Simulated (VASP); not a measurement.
Consider the following.

```yaml
crystal:
  lattice:
    - [0.00000, 2.71834, 2.71834]
    - [2.71834, 0.00000, 2.71834]
    - [2.71834, 2.71834, 0.00000]
  atoms:
    - { symbol: Ga, position: [0.00000, 0.00000, 0.00000] }
    - { symbol: P, position: [0.75000, 0.75000, 0.75000] }
```

These are PBEsol GGA, VASP's PBE PAW potentials (set 64) (plane waves; VASP 6.6.1) values and carry that method's errors. Numerical set-up: PREC = Normal, EDIFF = 1E-5, 400 eV cut-off, 9×9×9 Γ-centred mesh, Gaussian smearing of 0.050 eV, potentials Ga_d P.

Question: Predict the energy per atom (σ→0).

Answer: 
| Quantity | Result |
|---|---|
| energy per atom (σ→0) | -4.961 eV/atom |

Only differences to runs with the same potentials and settings are physical.

The compound is GaP in the zinc blende structure. It was relaxed first.
